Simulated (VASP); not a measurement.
Given:

```
CELL_PARAMETERS angstrom
      1.34895     0.77882     3.86234
     -1.34895     0.77882     3.86234
      0.00000    -1.55763     3.86234
ATOMIC_POSITIONS crystal
  Al 0.00000 0.00000 0.00000
  Ni 0.50000 0.50000 0.50000
```

Method: PBEsol GGA with spin-orbit coupling, VASP's PBE PAW potentials (set 64) (plane waves; VASP 6.6.1). Numerical set-up: 400 eV cut-off, 14×14×14 Γ-centred mesh, Gaussian smearing of 0.050 eV, potentials Al Ni.

Q: Estimate the energy per atom (σ→0), band gap (over mesh and band path) with the smallest direct gap where there is one.

A: 
| Quantity | Result |
|---|---|
| band gap (over mesh and band path) | none (metal, semimetal or under 0.01 eV) |
| energy per atom (σ→0) | -5.536 eV/atom |

Only differences to runs with the same potentials and settings are physical.

The structure was generated: AlNi was put into the CuPt type (R-3m), which need not be its known phase. It was relaxed first, which changed the volume by -8 %.
